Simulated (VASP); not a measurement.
All values below come from MS2 meta-GGA, VASP's PBE PAW potentials (set 64) (plane waves; VASP).

The input files of a VASP run:

**KPOINTS_OPT**
```
k-points along high-symmetry lines
10
Line-mode
Reciprocal
  0.000000   0.000000   0.000000 ! GAMMA
  0.500000   0.000000   0.500000 ! X

  0.500000   0.000000   0.500000 ! X
  0.625000   0.250000   0.625000 ! U

  0.375000   0.375000   0.750000 ! K
  0.000000   0.000000   0.000000 ! GAMMA

  0.000000   0.000000   0.000000 ! GAMMA
  0.500000   0.500000   0.500000 ! L

  0.500000   0.500000   0.500000 ! L
  0.500000   0.250000   0.750000 ! W

  0.500000   0.250000   0.750000 ! W
  0.500000   0.000000   0.500000 ! X
```

### INCAR
```
ALGO  =  Normal
EDIFF  =  1E-7
ENCUT  =  520
ISIF  =  2
ISMEAR  =  -5
LASPH  =  .True.
LCHARG  =  .False.
LMAXMIX  =  4
LMIXTAU  =  .True.
LORBIT  =  11
LREAL  =  .False.
LWAVE  =  .False.
METAGGA  =  MS2
NEDOS  =  601
NELM  =  100
PREC  =  Accurate
SYSTEM  =  SnTe
```

### KPOINTS
```
Automatic mesh
0
Gamma
8 8 8
0 0 0
```

### POSCAR
```
SnTe
1
    0.0000000000     3.1352121783     3.1352121783
    3.1352121783     0.0000000000     3.1352121783
    3.1352121783     3.1352121783     0.0000000000
Sn Te
1 1
Direct
  0.0000000000   0.0000000000   0.0000000000
  0.5000000000   0.5000000000   0.5000000000
```

POTCAR, in this order: Sn_d Te (PBE.64 set). Program: vasp_std.

The run wrote:

**OSZICAR**
```
       N       E                     dE             d eps       ncg     rms          rms(c)
DAV:   1     0.112615035099E+03    0.11262E+03   -0.87141E+03   842   0.151E+03
DAV:   2    -0.196143578943E+01   -0.11458E+03   -0.11290E+03   878   0.358E+02
DAV:   3    -0.107571214766E+02   -0.87957E+01   -0.87778E+01  1052   0.875E+01
DAV:   4    -0.109725924107E+02   -0.21547E+00   -0.21543E+00   940   0.155E+01
DAV:   5    -0.109805359727E+02   -0.79436E-02   -0.79435E-02  1134   0.280E+00    0.838E+00
DAV:   6     0.106516616126E+00    0.11087E+02   -0.80433E+00   884   0.393E+01    0.342E+00
DAV:   7     0.307190657145E+00    0.20067E+00   -0.11927E+00   938   0.176E+01    0.219E+00
DAV:   8     0.267863723372E+00   -0.39327E-01   -0.12518E-01   812   0.491E+00    0.952E-01
DAV:   9     0.273719108231E+00    0.58554E-02   -0.25865E-02   866   0.265E+00    0.318E-01
DAV:  10     0.266479124229E+00   -0.72400E-02   -0.15152E-02   830   0.195E+00    0.149E-01
DAV:  11     0.277030961386E+00    0.10552E-01   -0.54204E-03   812   0.974E-01    0.733E-02
DAV:  12     0.271921766293E+00   -0.51092E-02   -0.50669E-03   818   0.897E-01    0.657E-02
DAV:  13     0.274222917854E+00    0.23012E-02   -0.11929E-03   824   0.394E-01    0.332E-02
DAV:  14     0.274243382315E+00    0.20464E-04   -0.62332E-04   824   0.349E-01    0.183E-02
DAV:  15     0.274195681476E+00   -0.47701E-04   -0.49543E-04   812   0.323E-01    0.587E-03
DAV:  16     0.274199399541E+00    0.37181E-05   -0.14092E-05  1046   0.496E-02    0.828E-03
DAV:  17     0.274197621765E+00   -0.17778E-05   -0.16139E-06   860   0.182E-02    0.451E-03
DAV:  18     0.274195687679E+00   -0.19341E-05   -0.48068E-07   842   0.101E-02    0.193E-03
DAV:  19     0.274195083819E+00   -0.60386E-06   -0.38998E-08   442   0.276E-03    0.921E-04
DAV:  20     0.274194879293E+00   -0.20453E-06   -0.11334E-08   412   0.126E-03    0.286E-04
DAV:  21     0.274194456232E+00   -0.42306E-06   -0.34879E-08   424   0.202E-03    0.573E-04
DAV:  22     0.274194654617E+00    0.19838E-06   -0.71777E-09   424   0.133E-03    0.299E-04
DAV:  23     0.274194681499E+00    0.26882E-07   -0.96921E-10   418   0.518E-04
   1 F= 0.27419468E+00 E0= 0.27419468E+00  d E =0.000000E+00
       N       E                     dE             ncg
       N       E                     dE             ncg
       N       E                     dE             ncg
```

**OUTCAR**
```
------------------------ aborting loop because EDIFF is reached ----------------------------------------
  FORCE on cell =-STRESS in cart. coord.  units (eV):
  Direction    XX          YY          ZZ          XY          YZ          ZX
  --------------------------------------------------------------------------------------
  Total        0.0530593      0.0530593      0.0530593     -0.0000000     -0.0000000      0.0000000
  in kB        1.3792448      1.3792448      1.3792448     -0.0000000     -0.0000000      0.0000000
  external PRESSURE =       1.3792448 kB  Pullay stress =       0.0000000 kB
  volume of cell :       61.64
      direct lattice vectors                 reciprocal lattice vectors
     0.000000000  3.135212178  3.135212178    -0.159478840  0.159478840  0.159478840
     3.135212178  0.000000000  3.135212178     0.159478840 -0.159478840  0.159478840
     3.135212178  3.135212178  0.000000000     0.159478840  0.159478840 -0.159478840
 POSITION                                       TOTAL-FORCE (eV/Angst)
 -----------------------------------------------------------------------------------
      0.00000      0.00000      0.00000        -0.000000     -0.000000     -0.000000
      3.13521      3.13521      3.13521         0.000000      0.000000      0.000000
 -----------------------------------------------------------------------------------
    total drift:                               -0.000000      0.000000      0.000000
  FREE ENERGIE OF THE ION-ELECTRON SYSTEM (eV)
  ---------------------------------------------------
  free  energy   TOTEN  =         0.2741946815 eV

  energy  without entropy=        0.2741946815  energy(sigma->0) =        0.27419468

 total charge

# of ion       s       p       d       tot
------------------------------------------
    1        1.418   0.830  10.001  12.249
    2        1.401   1.978   0.034   3.413
--------------------------------------------------
tot          2.819   2.808  10.035  15.662
```
(Selected blocks of OUTCAR.)

The compound is SnTe in the rock salt structure, which distorts at low temperature. It was relaxed first.
